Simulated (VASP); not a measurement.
Computed with PBEsol GGA, VASP's PBE PAW potentials (set 64) (plane waves; VASP).

A VASP calculation is set up with these files.

### KPOINTS
```
Regular mesh
0
gamma
7 7 7
```

### POSCAR
```
KMgF3
1
    3.9784700000     0.0000000000     0.0000000000
    0.0000000000     3.9784700000     0.0000000000
    0.0000000000     0.0000000000     3.9784700000
K Mg F
1 1 3
Direct
  0.4965170000   0.5076800000   0.5017240000
 -0.0018430000   0.0038320000  -0.0007540000
  0.0059760000   0.4930480000   0.0029100000
  0.5015580000  -0.0026970000  -0.0018110000
 -0.0022090000  -0.0018630000   0.4979310000
```

INCAR:
```
! general
SYSTEM=KMgF3
PREC  =Accurate
ENCUT =400
LREAL =F
LASPH =T

! electronic loop
EDIFF =1E-6
NELM  =100
ALGO  =Normal

! smearing
ISMEAR=0
SIGMA =0.05

! functional
GGA   =PS

! ions
ISIF  =2

! output
LWAVE =F
LCHARG=F
```

POTCAR, in this order: K_sv Mg F (PBE.64 set). Program: vasp_std.

Output of the run:

**OSZICAR**
```
       N       E                     dE             d eps       ncg     rms          rms(c)
DAV:   1     0.202066053335E+03    0.20207E+03   -0.15647E+04  7264   0.125E+03
DAV:   2    -0.173159827165E+02   -0.21938E+03   -0.21234E+03  9096   0.352E+02
DAV:   3    -0.267608519964E+02   -0.94449E+01   -0.94232E+01  9940   0.700E+01
DAV:   4    -0.270916682470E+02   -0.33082E+00   -0.33029E+00 10528   0.820E+00
DAV:   5    -0.270933189104E+02   -0.16507E-02   -0.16506E-02  8944   0.569E-01    0.779E+00
DAV:   6    -0.253606873052E+02    0.17326E+01   -0.68777E+00  7652   0.193E+01    0.392E+00
DAV:   7    -0.253254975703E+02    0.35190E-01   -0.21230E-01  9412   0.312E+00    0.248E+00
DAV:   8    -0.253133557063E+02    0.12142E-01   -0.62377E-02  7988   0.271E+00    0.248E-01
DAV:   9    -0.253133901790E+02   -0.34473E-04   -0.12902E-02 10084   0.804E-01    0.127E-01
DAV:  10    -0.253135036712E+02   -0.11349E-03   -0.79332E-04  8404   0.224E-01    0.804E-02
DAV:  11    -0.253135694510E+02   -0.65780E-04   -0.33302E-04  8512   0.141E-01    0.294E-02
DAV:  12    -0.253135515476E+02    0.17903E-04   -0.10292E-04  8080   0.701E-02    0.380E-03
DAV:  13    -0.253135515497E+02   -0.21373E-08   -0.13030E-06  6204   0.910E-03
   1 F= -.25313552E+02 E0= -.25313552E+02  d E =-.430846E-16
```

OUTCAR:
```
------------------------ aborting loop because EDIFF is reached ----------------------------------------
  FORCE on cell =-STRESS in cart. coord.  units (eV):
  Direction    XX          YY          ZZ          XY          YZ          ZX
  --------------------------------------------------------------------------------------
  Total       -3.1324398     -3.0430139     -3.1381310      0.0092085      0.0048922     -0.0007511
  in kB      -79.6975641    -77.4223337    -79.8423653      0.2342893      0.1244693     -0.0191102
  external PRESSURE =     -78.9874210 kB  Pullay stress =       0.0000000 kB
  volume of cell :       62.97
      direct lattice vectors                 reciprocal lattice vectors
     3.978470000  0.000000000  0.000000000     0.251352907  0.000000000  0.000000000
     0.000000000  3.978470000  0.000000000     0.000000000  0.251352907  0.000000000
     0.000000000  0.000000000  3.978470000     0.000000000  0.000000000  0.251352907
 POSITION                                       TOTAL-FORCE (eV/Angst)
 -----------------------------------------------------------------------------------
      1.97538      2.01979      1.99609         0.029025     -0.066943     -0.021420
      3.97114      0.01525      3.97547         0.105557     -0.309507     -0.014316
      0.02378      1.96158      0.01158        -0.061334      0.390679     -0.048646
      1.99543      3.96774      3.97126        -0.092354     -0.002871     -0.001861
      3.96968      3.97106      1.98100         0.019106     -0.011358      0.086242
 -----------------------------------------------------------------------------------
    total drift:                                0.000004      0.001735      0.001351
  FREE ENERGIE OF THE ION-ELECTRON SYSTEM (eV)
  ---------------------------------------------------
  free  energy   TOTEN  =       -25.3135515497 eV

  energy  without entropy=      -25.3135515497  energy(sigma->0) =      -25.31355155
```
(Selected blocks of OUTCAR.)

OUTCAR:
```
 val. band max:       -1.7412574110   @ k =   0.4286   0.4286   0.4286

 cond. band min:       5.4855149048   @ k =   0.0000   0.0000   0.0000


 Fermi energy:        -1.4659516597

 k-point     1 :       0.0000    0.0000    0.0000
  band No.  band energies     occupation
      1     -27.1454      2.00000
      2     -21.7211      2.00000
      3     -21.0525      2.00000
      4     -21.0508      2.00000
      5     -10.7107      2.00000
      6     -10.7106      2.00000
      7     -10.7097      2.00000
      8      -4.1720      2.00000
      9      -4.1718      2.00000
     10      -4.1709      2.00000
     11      -2.3578      2.00000
     12      -2.3569      2.00000
     13      -2.3552      2.00000
     14      -2.0349      2.00000
     15      -2.0336      2.00000
     16      -2.0332      2.00000
     17       5.4855      0.00000
     18       8.2732      0.00000
     19       8.2770      0.00000
     20      10.4793      0.00000

 k-point     2 :       0.1429    0.0000    0.0000
  band No.  band energies     occupation
      1     -27.1396      2.00000
      2     -21.6977      2.00000
      3     -21.0730      2.00000
      4     -21.0399      2.00000
      5     -10.7071      2.00000
      6     -10.6993      2.00000
      7     -10.6986      2.00000
      8      -4.1507      2.00000
      9      -4.1435      2.00000
     10      -4.1426      2.00000
     11      -2.4015      2.00000
     12      -2.3940      2.00000
     13      -2.3879      2.00000
     14      -2.2330      2.00000
     15      -2.0745      2.00000
     16      -2.0734      2.00000
     17       5.8514      0.00000
     18       8.4645      0.00000
     19       8.4970      0.00000
     20      10.5920      0.00000

 k-point     3 :       0.0000    0.1429    0.0000
  band No.  band energies     occupation
      1     -27.1396      2.00000
      2     -21.6977      2.00000
      3     -21.0738      2.00000
      4     -21.0392      2.00000
      5     -10.7065      2.00000
...
```

At this cut-off the stress carries a Pulay error, which pulls relaxed volumes low.

The structure comes from a computed database's KMgF3 entry; how it stands against other phases isn't given here. The cell was not relaxed at this level, atoms are displaced from their ideal sites.
